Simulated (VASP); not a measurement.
Crystal: HfC5.

```
Hf C
1.0
     4.78800    0.00000    0.00000
     0.00000    4.78800    0.00000
     0.00000    0.00000    3.39636
Hf C
1 5
Direct
  0.50000 0.50000 0.50000
  0.84190 0.84190 0.50000
  0.15810 0.15810 0.50000
  0.15810 0.84190 0.50000
  0.84190 0.15810 0.50000
  0.00000 0.00000 0.00000
```

The cell was built by a generator and needn't be a form met in nature.

The cell isn't the ideal one: random cell by space group and Wyckoff sites (P4/mmm, No. 123).

- Program: VASP 6.6.1
- Task: relaxation of cell and atoms
- Functional: PBE
- Potentials or basis: VASP PAW PBE potentials, release 64 (Hf_pv, C)
- Cutoff: 600 eV
- k mesh: 4 × 4 × 6
- Occupations: gaussian, width 0.1 eV
- Spin: no spin polarisation

At the start: pressure 0.2 GPa; volume 12.98 Å³/atom.

Task: How do energy, volume and symmetry change on relaxing?

Result: Over 27 steps the energy falls by 48.8 meV/atom and the volume is 12.08 Å³/atom (-6.9 %); space group P4/mmm (No. 123, to 0.05 Å).

The path:
| step | energy change (eV) | largest force (eV/Å) | pressure (GPa) | volume (Å³) |
| --- | --- | --- | --- | --- |
| 1 | 0.0000 | 0.0290 | 0.25 | 77.86 |
| 2 | -0.0032 | 0.0732 | -1.05 | 78.09 |
| 3 | -0.0052 | 0.2040 | -2.90 | 78.41 |
| 4 | -0.0056 | 0.2058 | -2.97 | 78.41 |
| 5 | -0.0066 | 0.2119 | -3.21 | 78.43 |
| 6 | -0.0090 | 0.2253 | -3.67 | 78.45 |
| 7 | -0.0143 | 0.2609 | -4.59 | 78.50 |
| 8 | -0.0243 | 0.3619 | -6.35 | 78.60 |
| 9 | -0.0397 | 0.6135 | -9.61 | 78.77 |
| 10 | -0.0412 | 0.6305 | -9.75 | 78.76 |
| 11 | -0.0452 | 0.6855 | -10.14 | 78.74 |
| 12 | -0.0497 | 0.8078 | -10.80 | 78.70 |
| 13 | -0.0547 | 0.7989 | -10.74 | 78.64 |
| 14 | -0.0693 | 0.7724 | -10.55 | 78.45 |
| 15 | -0.0970 | 0.7213 | -10.13 | 78.07 |
| 16 | -0.1458 | 0.6232 | -9.17 | 77.30 |
| 17 | -0.2110 | 0.4196 | -6.94 | 75.78 |
| 18 | -0.1745 | 0.0443 | -1.28 | 72.73 |
| 19 | -0.2264 | 0.2709 | -5.24 | 74.76 |
| 20 | -0.2435 | 0.1487 | -4.56 | 74.52 |
| 21 | -0.2748 | 0.2398 | -2.39 | 73.80 |
| 22 | -0.2413 | 1.1269 | 2.55 | 72.35 |
| 23 | -0.2788 | 0.4345 | -1.30 | 73.45 |
| 24 | -0.2849 | 0.3124 | -1.10 | 73.23 |
| 25 | -0.2924 | 0.0495 | -0.42 | 72.56 |
| 26 | -0.2924 | 0.0398 | -0.44 | 72.58 |
| 27 | -0.2926 | 0.0116 | -0.20 | 72.48 |

Final structure:
```
Hf C
1.0
     4.84706    0.00000    0.00000
     0.00000    4.84706    0.00000
     0.00000    0.00000    3.08502
Hf C
1 5
Direct
  0.50000 0.50000 0.50000
  0.84099 0.84099 0.50000
  0.15901 0.15901 0.50000
  0.15901 0.84099 0.50000
  0.84099 0.15901 0.50000
  0.00000 0.00000 0.00000
```
